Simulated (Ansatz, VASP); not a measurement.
## SnTe: VASP beside Ansatz

Wanted: the spread between two codes on one cell, functional and k mesh. The cell is taken from a series of runs on this material, whose earlier steps may have relaxed, scaled, displaced or heated it; both programs get it as it stands.

Program: Ansatz 0.2.0. Level of theory: plane waves, with VASP 6.6.1 beside it; zone-centre phonons at PBEsol. Results are calculated unless marked as measured.

## (1) Starting point

Symmetry: I4/mmm, No. 139, tetragonal system. The conventional cell has a = 4.448 Å, b = 4.448 Å, c = 6.162 Å, α = 90.00°, β = 90.00°, γ = 90.00°. Nearest to Sn lie 6 Te at 3.08 to 3.15 Å. Nearest to Te lie 6 Sn at 3.08 to 3.15 Å. Farther neighbours and most contacts between anions are not listed.

## (2) Ansatz: zone-centre phonons, PBEsol

Ansatz runs on its PAW soft_1 files.

Second derivatives magnify differences that forces hide, and they need a tight electronic threshold.

input.yaml

```yaml
crystal:
  lattice:
    - [0.0, 3.1453352625, 3.0812484296]
    - [3.1453352625, 0.0, 3.0812484296]
    - [3.1453352625, 3.1453352625, 0.0]
  atoms:
    - { symbol: Sn, position: [0.0, 0.0, 0.0] }
    - { symbol: Te, position: [0.5, 0.5, 0.5] }
kpoints:
  mp_grid: { grid: [12, 12, 12] }
hamiltonian:
  xc: pbesol
  pseudopotentials: { kind: paw, azcp: { folder: soft_1 }, xc_functional: pbe }
scf:
  occupations: { method: gaussian, width: 0.01 }
output:
  eigenvalues: true
phonons:
  method: dfpt
```

On the command line:

```bash
> ansatz run input.yaml --threads 4 --pin off --max-ram 10240MiB --backend cpu --events-out ev --progress --plain --runs-dir out
```

Numbers of over 12 decimals in the logs are rounded to 6 here.

The log of the run:

```text
zone centre: on kpoints.mp_grid the ground state, and the responses unless they are solved on pairs of k-points, stand on 280 of the mesh's 1728 k-points, reduced under 8 symmetry operations, with k and −k counted as one. Each operation leaves every solved displacement unchanged or reverses it
Engine: ansatz 0.2.0, x86_64-unknown-linux-gnu
Pseudopotentials: kind: paw
Pseudopotential: Sn, paw, valence charge 14, recommended cutoff 420 eV (normal), soft_1/Sn.paw.azcp
Pseudopotential: Te, paw, valence charge 16, recommended cutoff 420 eV (normal), soft_1/Te.paw.azcp
Functional definition: PBEsol
  exchange = pbesol_x
  correlation = pbesol_c
Crystal: 2 atoms, lattice volume = 60.966 Å³
Basis set: ecut = 420 eV, 1235 PW (Γ), exchange–correlation on 60×60×60 points (8 copies of the dense FFT grid, shifted against one another)
Bands: 19, of which v1, the nominal top of the filled ones, is band 15 counted from 1 (14 counted from 0)
Symmetry: 16 space group operations
k-points: 280 of 1728 (irreducible under 8 space group operations)
Non-local potential: Sn, projectors of the file, l = 0: 2, l = 1: 2, l = 2: 2, l = 3: 1
Non-local potential: Te, projectors of the file, l = 0: 2, l = 1: 2, l = 2: 2, l = 3: 1
PAW form: soft (Blöchl's): semilocal exchange-correlation on the pseudo side does not see the compensation charge
PAW frozen core: Sn, regenerated for the run's functional, and the local potential with it (the file was generated under x = pbe(κ = 0.804, μ = 0.219515), c = pbe(β = 0.066725))
PAW frozen core: Te, regenerated for the run's functional, and the local potential with it (the file was generated under x = pbe(κ = 0.804, μ = 0.219515), c = pbe(β = 0.066725))
PAW one-centre angular grid: Sn, 590 points (default); XC on 64 Gauss nodes
PAW one-centre angular grid: Te, 590 points (default); XC on 64 Gauss nodes
Initial density: superposition of atomic densities (chi_scale 0.1, normalization cell, long waves kept (reshape's long-wave potential 0.00 eV rms))
Initial wavefunctions: pseudopotential atomic-orbital guess
Functional: x = pbesol(κ = 0.804, μ = 0.123457), c = pbesol(β = 0.046)
SCF iter   1: F=—  HF=-12852.000335 eV  |F-HF|=—  |Δ(HF+E_count)|=         —  Δρ=1.08e-2  dr2=6.74e-2  ethr=3.10e-3  ⟨swp⟩=7.7  Hψ=31124  notcnv=0
preconditioner: auto → none  [insulator: Δε(μ)=0.259 eV  Ē_g=8.793 eV  σ=0.010 eV  W_gap=1.00  n_scr=14 (ndim 8)  ℏωp=15.0 eV  f_vac=0.000  D(μ)=0.00/eV (n_scr^D=0)  ε∞_Penn≈3.9]
SCF iter   2: F=—  HF=-12851.995867 eV  |F-HF|=—  |Δ(HF+E_count)|=   4.47e-3  Δρ=5.41e-3  dr2=1.76e-2  ethr=2.25e-4  ⟨swp⟩=2.0  Hψ=8652  notcnv=0
SCF iter   3: F=—  HF=-12851.996136 eV  |F-HF|=—  |Δ(HF+E_count)|=   2.69e-4  Δρ=3.28e-4  dr2=3.05e-5  ethr=5.87e-5  ⟨swp⟩=3.2  Hψ=8486  notcnv=0
SCF iter   4: F=—  HF=-12851.996144 eV  |F-HF|=—  |Δ(HF+E_count)|=   8.08e-6  Δρ=7.09e-5  dr2=1.58e-6  ethr=1.02e-7  ⟨swp⟩=2.1  Hψ=10145  notcnv=0
SCF iter   5: F=—  HF=-12851.996145 eV  |F-HF|=—  |Δ(HF+E_count)|=   1.50e-6  Δρ=2.29e-5  dr2=1.46e-7  ethr=5.26e-9  ⟨swp⟩=2.1  Hψ=8240  notcnv=0
SCF iter   6: F=—  HF=-12851.996145 eV  |F-HF|=—  |Δ(HF+E_count)|=   1.41e-7  Δρ=2.67e-6  dr2=2.82e-9  ethr=4.86e-10  ⟨swp⟩=2.1  Hψ=9270  notcnv=0
SCF iter   7: F=—  HF=-12851.996145 eV  |F-HF|=—  |Δ(HF+E_count)|=   1.61e-9  Δρ=4.30e-7  dr2=5.28e-11  ethr=9.39e-12  ⟨swp⟩=2.6  Hψ=9852  notcnv=0
SCF iter   8: F=-12851.996145 eV  HF=-12851.996145 eV  |F-HF|=1.82e-12  |Δ(HF+E_count)|=  1.22e-10  Δρ=5.40e-8  dr2=1.03e-12  ethr=1.00e-12  ⟨swp⟩=6.8  Hψ=26373  notcnv=0
SCF 1 converged in 8 iterations: F = -12851.996145 eV  dr2 = 1.03e-12
  greatest PAW one-centre occupation: 0.998 electrons in one spin orbital (limit 2), on the Te atom at site 1 (counted from 0), in its partial waves of l = 2
DFPT response loops at Γ: preconditioner auto → Resta (q_TF=auto, 2.424 Å⁻¹)  ε∞=15.6 (no band partly filled); β = 1.00, the filter's whole step (`scf.mixing.beta` (0.50) is not read by the response loops at its default; to damp them type it under 1.00, their step now; it binds the ground state too); Broyden in place of MSR1
SCF converged after 8 iterations
Free energy (F): -12851.996145 eV
Harris-Foulkes:  -12851.996145 eV  (|F-HF|=1.82e-12)
Internal energy: -12851.996145 eV  (E = F + TS)
E sigma→0 (E₀):  -12851.996145 eV
Fermi energy:    9.987236 eV
--- Per-component energies (eV) ---
  E_band       = -345.896123
  E_kinetic    = 339.992036
  E_local      = -2645.006098  (includes V_loc(G=0)·N_el)
  E_nonlocal   = 215.661692
  E_hartree    = 1322.269815
  E_xc         = -246.716976
  E_vxc        = -182.796680  (∫ρ·V_xc dr)
  E_paw        = -8888.477881  (= ΣΔE_a)
  E_vpaw       = -718.287130  (= ΣTr[D̂ρ^β])
  E_aug_tail   = 0.000376  (compensation charges beyond the density's cutoff)
  E_ewald      = -2950.378761
  E_core_change = 0.659651  (= ΣΔE_core)
  E_smearing   = -0.000000  (= −TS)
  E_closure    = 0.000000  (closes the sum)
  Σ components = -12851.996145   (vs F -12851.996145, Δ=0.00e0)
--- Band table (eV; the first three rows and the last of 280) ---
  k-point 0: bands = [... 11 lower, 5.3360, 7.5891, 7.8221, 7.8221, 13.1654, 13.1654, 13.6905, 14.5947]
  k-point 1: bands = [... 11 lower, 4.9457, 7.6629, 7.8257, 8.0524, 12.8215, 12.8262, 13.3111, 14.5657]
  k-point 2: bands = [... 11 lower, 4.1208, 7.7306, 7.8420, 8.5569, 12.1190, 12.1301, 12.5573, 14.6069]
  k-point 279: bands = [... 11 lower, 3.3482, 4.1356, 6.0393, 6.0393, 11.9131, 14.9322, 14.9322, 16.7302]
--- Phonons (Γ-DFPT): 4 representative perturbations + reference, on 280 of 1728 k-points (Σ response iterations 12) ---
  k mesh reduced under 8 symmetry operations, with k and −k counted as one. Each operation leaves every solved displacement unchanged or reverses it
  ASR residual: 7.673e-5 → 0.000e0 eV/Å²; symmetrization residual: 5.739e-6 eV/Å²
  ASR residual per site (eV/Å²): 7.67e-5 2.97e-5
  Γ frequencies (cm⁻¹): 0.00 0.00 0.00 32.99 32.99 56.80
  non-analytic LO–TO correction: not included (Born effective charges unavailable; polar crystals: no LO–TO splitting at Γ)
```

## (3) VASP: zone-centre phonons, PBEsol

The same cell, functional, mesh and smearing now go to VASP, with its own data sets.

Lines of VASP's logs that name or quote its potential files are left out, and so is its time.

INCAR

```
SYSTEM = SnTe
PREC = Accurate
ENCUT = 500
EDIFF = 1E-08
NELM = 120
ISMEAR = 0
SIGMA = 0.01
LREAL = .FALSE.
ALGO = Normal
GGA = PS
NBANDS = 16
LORBIT = 11
LWAVE = .FALSE.
LCHARG = .FALSE.
ISIF = 2
IBRION = 8
LASPH = .TRUE.
GGA_COMPAT = .FALSE.
EFERMI = MIDGAP
KPAR = 2
```

POSCAR

```
SnTe
1.0
    0.0000000000      3.1453352625      3.0812484296
    3.1453352625      0.0000000000      3.0812484296
    3.1453352625      3.1453352625      0.0000000000
Sn Te
1 1
Direct
    0.0000000000      0.0000000000      0.0000000000
    0.5000000000      0.5000000000      0.5000000000
```

KPOINTS

```
Automatic mesh
0
Gamma
12 12 12
0 0 0
```

The projector-augmented-wave data sets are Sn_d and Te (PBE family, release 64).

On the command line:

```bash
> mpirun -np 2 vasp_std
```

The log of the run:

```text
[banner, memory and clock lines left out]
running    2 mpi-ranks, on    1 nodes
 distrk:  each k-point on    1 cores,    2 groups
 distr:  one band on    1 cores,    1 groups

 POSCAR found type information on POSCAR SnTe
 POSCAR found :  2 types and       2 ions
|                                                                             |
|               ----> ADVICE to this user running VASP <----                  |
|                                                                             |
|     You enforced a specific xc type in the INCAR file but a different       |
|     [... a line on the potential file left out ...]
|     I HOPE YOU KNOW WHAT YOU ARE DOING!                                     |
|                                                                             |

 LDA part: xc-table for (Slater+PW92), standard interpolation
 POSCAR, INCAR and KPOINTS ok, starting setup
 FFT: planning ... GRIDC
 FFT: planning ... GRID_SOFT
 FFT: planning ... GRID
 WAVECAR not read
 entering main loop
       N       E                     dE             d eps       ncg     rms          rms(c)
DAV:   1     0.121840186107E+03    0.12184E+03   -0.95062E+03  5264   0.141E+03
DAV:   2     0.157127640587E+01   -0.12027E+03   -0.11773E+03  5816   0.347E+02
DAV:   3    -0.811283340900E+01   -0.96841E+01   -0.96563E+01  6680   0.866E+01
DAV:   4    -0.836736552903E+01   -0.25453E+00   -0.25449E+00  6392   0.153E+01
DAV:   5    -0.837810984259E+01   -0.10744E-01   -0.10744E-01  7760   0.287E+00    0.504E+00
DAV:   6    -0.833015148211E+01    0.47958E-01   -0.10509E-01  7456   0.270E+00    0.314E+00
DAV:   7    -0.832784735931E+01    0.23041E-02   -0.42567E-02  6864   0.136E+00    0.652E-01
DAV:   8    -0.832715876389E+01    0.68860E-03   -0.67758E-03  6600   0.738E-01    0.153E-01
DAV:   9    -0.832722555980E+01   -0.66796E-04   -0.48146E-04  7208   0.210E-01    0.409E-02
DAV:  10    -0.832721050959E+01    0.15050E-04   -0.58193E-05  6848   0.742E-02    0.202E-02
DAV:  11    -0.832721003070E+01    0.47889E-06   -0.21260E-05  7056   0.413E-02    0.181E-02
DAV:  12    -0.832720990796E+01    0.12274E-06   -0.17289E-06  6584   0.122E-02    0.915E-03
DAV:  13    -0.832720973314E+01    0.17481E-06   -0.18535E-07  6960   0.331E-03    0.214E-03
DAV:  14    -0.832720978830E+01   -0.55159E-07   -0.37023E-08  5880   0.265E-03    0.109E-03
DAV:  15    -0.832720978075E+01    0.75497E-08   -0.84372E-09  3880   0.582E-04
   1 F= -.83272098E+01 E0= -.83272098E+01  d E =-.956290E-71
 Linear response reoptimize wavefunctions to high precision
DAV:   1    -0.832720979434E+01   -0.13587E-07   -0.12046E-09  4464   0.256E-04
DAV:   2    -0.832720979432E+01    0.21828E-10   -0.15583E-10  3512   0.119E-04
 Linear response DOF=           4
 Linear response progress:
  Degree of freedom:   1/  4
       N       E                     dE             d eps       ncg     rms          rms(c)
RMM:   1    -0.215061701258E+00   -0.21506E+00    0.31836E-01 10831   0.105E+01
RMM:   2    -0.220354057659E+00   -0.52924E-02   -0.11861E-02 15811   0.868E-01    0.782E-02
RMM:   3    -0.220208051362E+00    0.14601E-03   -0.91874E-04 17436   0.243E-01    0.418E-02
RMM:   4    -0.219933644786E+00    0.27441E-03   -0.82663E-05 17545   0.728E-02    0.863E-03
RMM:   5    -0.219922626793E+00    0.11018E-04   -0.79889E-06 18026   0.223E-02    0.362E-03
RMM:   6    -0.219927400088E+00   -0.47733E-05   -0.13149E-06 17712   0.749E-03    0.129E-03
RMM:   7    -0.219926829088E+00    0.57100E-06   -0.35566E-07 18218   0.294E-03    0.693E-04
RMM:   8    -0.219923510568E+00    0.33185E-05    0.23796E-07 17588   0.128E-03    0.153E-04
RMM:   9    -0.219923877578E+00   -0.36701E-06    0.40828E-07 18602   0.569E-04    0.190E-04
RMM:  10    -0.219923491371E+00    0.38621E-06    0.54096E-07 18019   0.281E-04    0.126E-04
RMM:  11    -0.219923326259E+00    0.16511E-06    0.42639E-07 19035   0.143E-04    0.540E-05
RMM:  12    -0.219923050135E+00    0.27612E-06    0.20711E-07 17830   0.918E-05    0.148E-05
RMM:  13    -0.219923004293E+00    0.45842E-07    0.92694E-08 19532   0.468E-05    0.512E-06
RMM:  14    -0.219922992025E+00    0.12268E-07    0.48141E-08 17915   0.263E-05    0.267E-06
RMM:  15    -0.219922948172E+00    0.43854E-07    0.24065E-08 17235   0.190E-05    0.821E-06
RMM:  16    -0.219922969510E+00   -0.21338E-07    0.13516E-08 14929   0.144E-05    0.371E-06
RMM:  17    -0.219922959903E+00    0.96068E-08    0.82776E-09 11769   0.120E-05    0.450E-07
 first order change of Fermi-energy   0.18035E-03
 force on displaced ion       1 direction 1 :  -0.295   0.000   0.000
 Linear response progress:
  Degree of freedom:   2/  4
       N       E                     dE             d eps       ncg     rms          rms(c)
RMM:   1    -0.215413785227E+00   -0.21541E+00    0.30203E-01  6322   0.103E+01
RMM:   2    -0.220581146275E+00   -0.51674E-02   -0.11937E-02  9151   0.866E-01    0.911E-02
RMM:   3    -0.220382328102E+00    0.19882E-03   -0.91305E-04 10082   0.243E-01    0.493E-02
RMM:   4    -0.220062416201E+00    0.31991E-03   -0.92450E-05 10048   0.757E-02    0.823E-03
RMM:   5    -0.220059907106E+00    0.25091E-05   -0.82110E-06 10369   0.227E-02    0.366E-03
RMM:   6    -0.220066860514E+00   -0.69534E-05   -0.15968E-06 10178   0.789E-03    0.119E-03
RMM:   7    -0.220065242701E+00    0.16178E-05   -0.46546E-07 10551   0.311E-03    0.812E-04
RMM:   8    -0.220062865754E+00    0.23769E-05    0.11911E-07 10376   0.132E-03    0.392E-04
RMM:   9    -0.220062210614E+00    0.65514E-06    0.25992E-07 10642   0.625E-04    0.134E-04
RMM:  10    -0.220061621962E+00    0.58865E-06    0.56135E-07 10417   0.325E-04    0.746E-05
RMM:  11    -0.220061401448E+00    0.22051E-06    0.42201E-07 11102   0.164E-04    0.606E-05
RMM:  12    -0.220061446397E+00   -0.44949E-07    0.23955E-07 10655   0.857E-05    0.465E-05
RMM:  13    -0.220061398220E+00    0.48178E-07    0.12197E-07 10814   0.473E-05    0.262E-05
RMM:  14    -0.220061361409E+00    0.36810E-07    0.55754E-08 10411   0.288E-05    0.142E-05
RMM:  15    -0.220061335877E+00    0.25532E-07    0.30807E-08  9381   0.197E-05    0.554E-06
RMM:  16    -0.220061322836E+00    0.13041E-07    0.15507E-08  8219   0.154E-05    0.103E-06
RMM:  17    -0.220061322736E+00    0.10062E-09    0.67591E-09  5984   0.131E-05    0.118E-06
 first order change of Fermi-energy  -0.11350E-03
 force on displaced ion       1 direction 3 :   0.000   0.000  -0.780
 Linear response progress:
  Degree of freedom:   3/  4
       N       E                     dE             d eps       ncg     rms          rms(c)
RMM:   1    -0.467445882656E-01   -0.46745E-01    0.65999E-02 19159   0.868E-01
RMM:   2    -0.472204381066E-01   -0.47585E-03   -0.19623E-03 16835   0.217E-01    0.621E-02
RMM:   3    -0.473951605881E-01   -0.17472E-03   -0.16198E-04 17095   0.628E-02    0.462E-02
RMM:   4    -0.476503987604E-01   -0.25524E-03   -0.23266E-05 16887   0.309E-02    0.598E-03
RMM:   5    -0.476621023384E-01   -0.11704E-04   -0.10521E-06 17410   0.741E-03    0.304E-03
RMM:   6    -0.476601782451E-01    0.19241E-05   -0.91222E-08 16849   0.215E-03    0.718E-04
RMM:   7    -0.476594433159E-01    0.73493E-06   -0.73792E-09 17260   0.493E-04    0.145E-04
RMM:   8    -0.476593276905E-01    0.11563E-06   -0.50706E-09 17029   0.156E-04    0.303E-05
RMM:   9    -0.476592381853E-01    0.89505E-07    0.30889E-07 18228   0.528E-05    0.185E-05
RMM:  10    -0.476592967519E-01   -0.58567E-07    0.28590E-07 18842   0.157E-05    0.324E-06
RMM:  11    -0.476592801749E-01    0.16577E-07    0.44068E-08 16878   0.765E-06    0.820E-07
RMM:  12    -0.476592828320E-01   -0.26571E-08   -0.10609E-08 12666   0.476E-06    0.546E-07
 first order change of Fermi-energy  -0.27248E-03
 force on displaced ion       2 direction 1 :  -0.282   0.000   0.000
 Linear response progress:
  Degree of freedom:   4/  4
       N       E                     dE             d eps       ncg     rms          rms(c)
RMM:   1    -0.466822881273E-01   -0.46682E-01    0.69315E-02 11107   0.899E-01
RMM:   2    -0.472568192755E-01   -0.57453E-03   -0.20318E-03  9787   0.222E-01    0.724E-02
RMM:   3    -0.474403395366E-01   -0.18352E-03   -0.16231E-04  9892   0.639E-02    0.525E-02
RMM:   4    -0.477227491443E-01   -0.28241E-03   -0.25862E-05  9781   0.332E-02    0.609E-03
RMM:   5    -0.477283681883E-01   -0.56190E-05   -0.10851E-06 10105   0.780E-03    0.321E-03
RMM:   6    -0.477270930441E-01    0.12751E-05   -0.93555E-08  9794   0.225E-03    0.726E-04
RMM:   7    -0.477264797833E-01    0.61326E-06   -0.99671E-09 10069   0.508E-04    0.142E-04
RMM:   8    -0.477264457395E-01    0.34044E-07   -0.11473E-08  9858   0.166E-04    0.304E-05
RMM:   9    -0.477263562007E-01    0.89539E-07    0.21285E-07 10567   0.547E-05    0.194E-05
RMM:  10    -0.477264221673E-01   -0.65967E-07    0.26127E-07 10823   0.166E-05    0.311E-06
RMM:  11    -0.477264015686E-01    0.20599E-07    0.44722E-08  9910   0.808E-06    0.126E-06
RMM:  12    -0.477264007391E-01    0.82947E-09   -0.22542E-08  7832   0.512E-06    0.585E-07
 first order change of Fermi-energy   0.22655E-03
 force on displaced ion       2 direction 3 :   0.000   0.000  -0.777
 Linear response finished
```

(Continued in part 2 of 2.)

[Lines on the potential files, build, host, timing and source positions are cut from VASP's logs without a mark.]

[Logs are printed without paths, hosts, clocks, repeated set-up lines and the standing remarks that a program may print on its own settings, such as how far it seeks lower states.]

[Hosts, paths, dates, database ids (printed as entryN), source tags and the programs' standing remarks are cut or masked in the printed files.]
